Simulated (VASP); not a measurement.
# Ir (Fm-3m) in VASP: RPA correlation energy with PBE

Aim: the RPA correlation energy of Ir with PBE.

Program: VASP 6.6.1. These are calculated values, not measurements. Logs are shortened: lines on timing, memory, paths and dates and some standing lists are left out, and cuts for length are marked.

### Step 1. Starting point

It takes space group Fm-3m (No. 225, cubic). The conventional cell has a = 3.834 Å, b = 3.834 Å, c = 3.834 Å, α = 90.00°, β = 90.00°, γ = 90.00°. Around Ir (site symmetry m-3m) lie 12 Ir at 2.71 Å.

### Step 2. RPA correlation energy, PBE

Contents of POSCAR:

```
Ir
1.0
    0.0000000000      1.9169000000      1.9169000000
    1.9169000000      0.0000000000      1.9169000000
    1.9169000000      1.9169000000      0.0000000000
Ir
1
Direct
    0.0000000000      0.0000000000      0.0000000000
```

Contents of INCAR.step1:

```
SYSTEM = Ir
PREC     = Accurate       ! precision mode
ENCUT    = 450            ! plane-wave cutoff, eV
EDIFF    = 1E-8           ! SCF threshold, eV
ISMEAR   = 0              ! smearing method
SIGMA    = 0.05           ! smearing width, eV
LREAL    = .False.        ! projectors in reciprocal space
LASPH    = .True.         ! aspherical terms in the spheres
NELM     = 60             ! most SCF steps
ALGO     = Normal         ! electronic algorithm
LWAVE    = .True.         ! write WAVECAR
LCHARG   = .False.        ! write CHGCAR
GGA      = PE             ! functional
```

Contents of INCAR.step2:

```
SYSTEM = Ir
PREC     = Accurate       ! precision mode
ENCUT    = 450            ! plane-wave cutoff, eV
EDIFF    = 1E-8           ! SCF threshold, eV
ISMEAR   = 0              ! smearing method
SIGMA    = 0.05           ! smearing width, eV
LREAL    = .False.        ! projectors in reciprocal space
LASPH    = .True.         ! aspherical terms in the spheres
NELM     = 1              ! most SCF steps
ALGO     = EIGENVAL       ! electronic algorithm
LWAVE    = .False.        ! write WAVECAR
LCHARG   = .False.        ! write CHGCAR
GGA      = PE             ! functional
LHFCALC  = .True.         ! exact exchange
AEXX     = 1.0            ! exact-exchange fraction
ALDAC    = 0.0          
AGGAC    = 0.0          
ISTART   = 1            
PRECFOCK = Fast
```

Contents of INCAR.step3:

```
SYSTEM = Ir
PREC     = Accurate       ! precision mode
ENCUT    = 450            ! plane-wave cutoff, eV
EDIFF    = 1E-8           ! SCF threshold, eV
ISMEAR   = 0              ! smearing method
SIGMA    = 0.05           ! smearing width, eV
LREAL    = .False.        ! projectors in reciprocal space
LASPH    = .True.         ! aspherical terms in the spheres
NELM     = 1              ! most SCF steps
ALGO     = Exact          ! electronic algorithm
LWAVE    = .True.         ! write WAVECAR
LCHARG   = .False.        ! write CHGCAR
GGA      = PE             ! functional
NBANDS   = 314            ! bands
LOPTICS  = .True.         ! frequency-dependent dielectric function
ISTART   = 1
```

Contents of INCAR.step4:

```
SYSTEM = Ir
PREC     = Accurate       ! precision mode
ENCUT    = 450            ! plane-wave cutoff, eV
EDIFF    = 1E-8           ! SCF threshold, eV
ISMEAR   = 0              ! smearing method
SIGMA    = 0.05           ! smearing width, eV
LREAL    = .False.        ! projectors in reciprocal space
LASPH    = .True.         ! aspherical terms in the spheres
NELM     = 60             ! most SCF steps
ALGO     = ACFDT          ! electronic algorithm
LWAVE    = .False.        ! write WAVECAR
LCHARG   = .False.        ! write CHGCAR
GGA      = PE             ! functional
NBANDS   = 314            ! bands
ENCUTGW  = 250            ! cutoff of the response function
NOMEGA   = 12             ! frequency points
ISTART   = 1            
PRECFOCK = Fast
```

Contents of KPOINTS:

```
Automatic mesh
0
Gamma
  8 8 8
  0 0 0
```

Potentials or basis: VASP PAW PBE potentials, release 64 (Ir_sv_GW).

The run is started by

```
> cat potpaw_PBE.64/Ir_sv_GW/POTCAR > POTCAR
> cp INCAR.step1 INCAR
> mpirun -np 1 vasp_std > vasp.out
> cp INCAR.step2 INCAR
> mpirun -np 1 vasp_std > vasp.out
> cp INCAR.step3 INCAR
> mpirun -np 1 vasp_std > vasp.out
> cp INCAR.step4 INCAR
> mpirun -np 1 vasp_std > vasp.out
```

OUTCAR:

```text
SYSTEM = Ir
   PREC = Accurate
   ENCUT = 450
   EDIFF = 1E-8
   ISMEAR = 0
   LREAL = .False.
   LASPH = .True.
   NELM = 60
   GGA = PE
   ENCUTGW = 250
   ISTART = 1
   PRECFOCK = Fast

 ion  position               nearest neighbor table
   1  0.000  0.000  0.000-

  LATTYP: Found a face centered cubic cell.
 ALAT       =     3.8338000000

  Lattice vectors:

 A1 = (   0.0000000000,   1.9169000000,   1.9169000000)
 A2 = (   1.9169000000,   0.0000000000,   1.9169000000)
 A3 = (   1.9169000000,   1.9169000000,   0.0000000000)

Analysis of symmetry for initial positions (statically):
=====================================================================
 Subroutine PRICEL returns:
 Original cell was already a primitive cell.

 Routine SETGRP: Setting up the symmetry group for a
 face centered cubic supercell.

 Subroutine GETGRP returns: Found 48 space group operations
 (whereof 48 operations were pure point group operations)
 out of a pool of 48 trial point group operations.

The static configuration has the point symmetry O_h .

Analysis of symmetry for dynamics (positions and initial velocities):
=====================================================================
 Subroutine PRICEL returns:
 Original cell was already a primitive cell.

 Routine SETGRP: Setting up the symmetry group for a
 face centered cubic supercell.

 Subroutine GETGRP returns: Found 48 space group operations
 (whereof 48 operations were pure point group operations)
 out of a pool of 48 trial point group operations.

The dynamic configuration has the point symmetry O_h .

 Subroutine INISYM returns: Found 48 space group operations
 (whereof 48 operations are pure point group operations),
 and found     1 'primitive' translations

----------------------------------------------------------------------------------------

                                     Primitive cell

  volume of cell :      14.0873

  direct lattice vectors                    reciprocal lattice vectors
     0.000000000  1.916900000  1.916900000    -0.260837811  0.260837811  0.260837811
     1.916900000  0.000000000  1.916900000     0.260837811 -0.260837811  0.260837811
     1.916900000  1.916900000  0.000000000     0.260837811  0.260837811 -0.260837811

  length of vectors
     2.710905978  2.710905978  2.710905978     0.451784341  0.451784341  0.451784341

  position of ions in fractional coordinates (direct lattice)
     0.000000000  0.000000000  0.000000000

  ion indices of the primitive-cell ions
   primitive index   ion index
                 1           1

----------------------------------------------------------------------------------------

 KPOINTS: Automatic mesh

Automatic generation of k-mesh.
 Grid dimensions read from file:
 generate k-points for:    8    8    8

 Generating k-lattice:

  Cartesian coordinates                     Fractional coordinates (reciprocal lattice)
    -0.032604726  0.032604726  0.032604726     0.125000000  0.000000000  0.000000000
     0.032604726 -0.032604726  0.032604726     0.000000000  0.125000000  0.000000000
     0.032604726  0.032604726 -0.032604726     0.000000000  0.000000000  0.125000000

  Length of vectors
     0.056473043  0.056473043  0.056473043

  Shift w.r.t. Gamma in fractional coordinates (k-lattice)
     0.000000000  0.000000000  0.000000000

 Subroutine IBZKPT returns following result:
 ===========================================

 Found     29 irreducible k-points:

 Following reciprocal coordinates:
            Coordinates               Weight
  0.000000  0.000000  0.000000      1.000000
  0.125000  0.000000  0.000000      8.000000
  0.250000  0.000000  0.000000      8.000000
  0.375000  0.000000  0.000000      8.000000
  0.500000  0.000000  0.000000      4.000000
  0.125000  0.125000  0.000000      6.000000
[... 16 lines left out ...]
  0.500000  0.250000  0.125000     48.000000
 -0.375000  0.250000  0.125000     24.000000
 [... further k-points ...]
   k-points           NKPTS =     29   k-points in BZ     NKDIM =    512   number of bands    NBANDS=    314
   number of dos      NEDOS =    301   number of ions     NIONS =      1
   total plane-waves  NPLWV =   8000
   dimension x,y,z NGX =    20 NGY =   20 NGZ =   20
   dimension x,y,z NGXF=    40 NGYF=   40 NGZF=   40
   ions per type =               1
   NGX,Y,Z   is equivalent  to a cutoff of  12.26, 12.26, 12.26 a.u.
   NGXF,Y,Z  is equivalent  to a cutoff of  24.53, 24.53, 24.53 a.u.
 SYSTEM =  Ir
   PREC   = accura    normal or accurate (medium, high low for compatibility)
   ISTART =      1    job   : 0-new  1-cont  2-samecut
   ICHARG =      0    charge: 1-file 2-atom 10-const
   ISPIN  =      1    spin polarized calculation?
   LNONCOLLINEAR =      F non collinear calculations
   LSORBIT =      F    spin-orbit coupling
   LASPH  =      T    aspherical Exc in radial PAW
   ENCUT  =  450.0 eV  33.07 Ry    5.75 a.u.   4.69  4.69  4.69*2*pi/ulx,y,z
   NELM   =     60;   NELMIN=  2; NELMDL=  0     # of ELM steps
   EDIFF  = 0.1E-07   stopping-criterion for ELM
   LREAL  =      F    real-space projection
   EDIFFG = 0.1E-06   stopping-criterion for IOM
   NSW    =      0    number of steps for IOM
   IBRION =     -1    ionic relax: 0-MD 1-quasi-New 2-CG
   NFREE  =      0    steps in history (QN), initial steepest desc. (CG)
   ISIF   =      0    stress and relaxation
   ISYM   =      3    0-nonsym 1-usesym 2-fastsym
   POTIM  = 0.5000    time-step for ionic-motion
   TEBEG  =    0.0;   TEEND  =   0.0 temperature during run
   PSTRESS=    0.0 pullay stress
   NELECT =      17.0000    total number of electrons
   NUPDOWN=      -1.0000    fix difference up-down
   EMIN   =  10.00;   EMAX   =-10.00  energy-range for DOS
   EFERMI =   0.00;   METHOD = LEGACY
   ISMEAR =     0;   SIGMA  =   0.05  broadening in eV -4-tet -1-fermi 0-gaus
   EFERMI_NEDOS =   21; number of points for ismear=-14 and -15
   IALGO  =     38    algorithm
   IMIX   =      4    mixing-type and parameters
     AMIX     =   0.40;   BMIX     =  1.00
     AMIX_MAG =   1.60;   BMIX_MAG =  1.00
  volume/ion in A,a.u.               =      14.09        95.07
  Fermi-wavevector in a.u.,A,eV,Ry     =   1.742937  3.293673 41.332177  3.037829
  Thomas-Fermi vector in A             =   2.815106
   LORBIT       =      0    0 simple, 1 ext, 2 COOP (PROOUT), +10 PAW based schemes
   GGA     = PE    functional components
   LHFCALC =     T    Hartree Fock is set to
   PRECFOCK=fast      Normal, Fast or Accurate (Low or Medium for compatibility)
   ENCUT4O =  -1.0   cutoff for four orbital integrals eV
   NKREDX  =     1    reduce k-point grid by
   NKREDY  =     1    reduce k-point grid by
   NKREDZ  =     1    reduce k-point grid by
   AEXX    =    1.0000 exact exchange contribution
   HFSCREEN=    0.0000 screening length (either q_TF or 0.3 A-1)
   HFSCREENC=   0.0000 screening length for correlation (either q_TF or 0.3 A-1)
   ENCUTFOCK=  -1.0 apply spherical cutoff to Coloumb kernel
   IVDW    =     0    specifies the selected vdW correction
   LEPSILON=     F    determine dielectric tensor
   LRPA    =     F    only Hartree local field effects (RPA)
   LRPAFORCE           =     F    calculate RPA forces
   ENCUTGW             = 250.0    cutoff for response function in eV
   ENCUTGWSOFT         = 200.0    soft cutoff for Coulomb kernel in GW response function in eV
   ENCUTLF             =  -1.0    cutoff for local field effects
   NELMGW              =     1    number of iterations in solving QP/BSE equation
   NELMHF              =     1    number of iterations in the inner HF iteration
   NKREDLFX            =     1    NKREDLFY  =   1   NKREDLFZ  =   1
 non-spin polarized calculation
 Gauss-broadening in eV      SIGMA  =   0.05
  energy-cutoff  :      450.00
  volume of cell :       14.09
 maximum number of plane-waves:       314
  NGX = 12; NGY = 12; NGZ = 12
   NGX =  9   NGY =  9   NGZ =  9
 maximum number of plane-waves:       137

      cutoff energy     smooth cutoff   RPA   correlation   Hartree contr. to MP2
---------------------------------------------------------------------------------
            250.000           200.000      -26.4191438934      -77.4883347536
            238.095           190.476      -26.1756365020      -77.2138164333
            226.757           181.406      -25.9274727386      -76.9325765275
            215.959           172.768      -25.6750337406      -76.6455078587
            205.676           164.541      -25.4187270265      -76.3536370208
            195.882           156.705      -25.1595161527      -76.0584222729
            186.554           149.243      -24.8969785105      -75.7592786340
            177.670           142.136      -24.6320812152      -75.4568829107
  linear regression
  converged value                          -29.0344579235      -80.4650387366
```

Run time: 29 min. Hardware: 1 thread of Intel Xeon 6975P-C (Granite Rapids), shared host; peak memory 1 GiB.

Results:

* Band gap on the k mesh, mean-field level: none (metal or under the smearing width)
* RPA correlation energy: -29.034 eV/atom
* RPA total energy per cell: -37.947 eV
* RPA correlation energy per cell: -29.034 eV

Caveat: the ground state has no gap, which makes the many-body step unreliable. The run has no spin-orbit coupling, so splittings on Ir are missing.
